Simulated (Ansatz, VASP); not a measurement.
## Pt12CO in VASP and in Ansatz

The input INCAR:

```
SYSTEM = Pt12CO
PREC     = Accurate       ! precision mode
ENCUT    = 520            ! plane-wave cutoff, eV
EDIFF    = 1E-6           ! SCF threshold, eV
ISMEAR   = 0              ! smearing method
SIGMA    = 0.1            ! smearing width, eV
LREAL    = .False.        ! projectors in reciprocal space
LASPH    = .True.         ! aspherical terms in the spheres
NELM     = 100            ! most SCF steps
ALGO     = Fast           ! electronic algorithm
ISIF     = 2              ! what is computed and relaxed
LWAVE    = .False.        ! write WAVECAR
LCHARG   = .True.         ! write CHGCAR
LDIPOL   = .True.       
IDIPOL   = 3            
DIPOL    = 0.5 0.5 0.297
GGA      = PE             ! functional
IVDW     = 12             ! dispersion correction
LELF     = .True.         ! ELF
LVHAR    = .True.       
LVACPOTAV= .True.       
NBANDS   = 78             ! bands
```

The input KPOINTS:

```
Automatic mesh
0
Gamma
  5 5 1
  0 0 0
```

File POSCAR:

```
Pt12CO
1.0
    5.5557316975      0.0000000000      0.0000000000
    0.0000000000      5.5557316975      0.0000000000
    0.0000000000      0.0000000000     22.6352243362
Pt O C
12 1 1
Direct
    0.2500000000      0.2500000000      0.1767157215
    0.2500000000      0.7500000000      0.1767157215
    0.7500000000      0.2500000000      0.1767157215
    0.7500000000      0.7500000000      0.1767157215
    0.0000000000      0.0000000000      0.2625492162
    0.0000000000      0.5000000000      0.2625492162
    0.5000000000      0.0000000000      0.2625492162
    0.5000000000      0.5000000000      0.2625492162
    0.2500000000      0.2500000000      0.3483607769
    0.2500000000      0.7500000000      0.3483607769
    0.7500000000      0.2500000000      0.3483607769
    0.7500000000      0.7500000000      0.3483607769
    0.2500000000      0.4166666667      0.4808975681
    0.2500000000      0.4166666667      0.5317033380
```

Input for Ansatz:

```yaml
crystal:
  lattice:
    - [5.5557316975, 0.0, 0.0]
    - [0.0, 5.5557316975, 0.0]
    - [0.0, 0.0, 22.6352243362]
  atoms:
    - { symbol: Pt, position: [0.25, 0.25, 0.1767157215] }
    - { symbol: Pt, position: [0.25, 0.75, 0.1767157215] }
    - { symbol: Pt, position: [0.75, 0.25, 0.1767157215] }
    - { symbol: Pt, position: [0.75, 0.75, 0.1767157215] }
    - { symbol: Pt, position: [0.0, 0.0, 0.2625492162] }
    - { symbol: Pt, position: [0.0, 0.5, 0.2625492162] }
    - { symbol: Pt, position: [0.5, 0.0, 0.2625492162] }
    - { symbol: Pt, position: [0.5, 0.5, 0.2625492162] }
    - { symbol: Pt, position: [0.25, 0.25, 0.3483607769] }
    - { symbol: Pt, position: [0.25, 0.75, 0.3483607769] }
    - { symbol: Pt, position: [0.75, 0.25, 0.3483607769] }
    - { symbol: Pt, position: [0.75, 0.75, 0.3483607769] }
    - { symbol: O, position: [0.25, 0.4166666667, 0.4808975681] }
    - { symbol: C, position: [0.25, 0.4166666667, 0.531703338] }
basis:
  ecutwfc: 420
kpoints:
  mp_grid: { grid: [5, 5, 1] }
hamiltonian:
  xc: pbe
  dispersion: d3bj
scf:
  occupations: { method: gaussian, width: 0.1 }
output:
  forces: true
  eigenvalues: true
efield:
  axis: 3
  dipole_correction: true
  ramp_width: 0.04
```

Alike in both runs: task single point; functional PBE; dispersion D3(BJ); k mesh 5 × 5 × 1; occupations gaussian, width 0.1 eV; no spin polarisation.

```csv
,VASP,Ansatz
version,VASP 6.6.1,Ansatz 0.2.0
potentials or method,"VASP PAW PBE potentials, release 64 (Pt, O, C)","scalar-relativistic, plane waves, PAW"
plane-wave cutoff (eV),520,420
valence electrons in the cell,130,226
```

|  | VASP | Ansatz | Ansatz less VASP |
| --- | --- | --- | --- |
| gap on the k mesh at the Fermi level (eV) | none | none | - |
| rms of the force components (eV/Å) | 0.161 | 0.345 | +0.1835 |
| work function, face that differs most (eV) | 5.65 | 5.66 | +0.019 |

Atom by atom the forces differ by 0.185 eV/Å (rms over components). A gap of «none» marks a metal or a gap that the smearing closes. One of these differences is far larger than is usual between the two programs; its cause wasn't traced. The functional is the same, so the differences come from potentials, cutoffs and numerics. The two sets of potentials don't hold the same shells in valence.

Caveats: the standard files for N, O and F lose accuracy on very short bonds. The runs have no spin-orbit coupling, so splittings on Pt are missing.
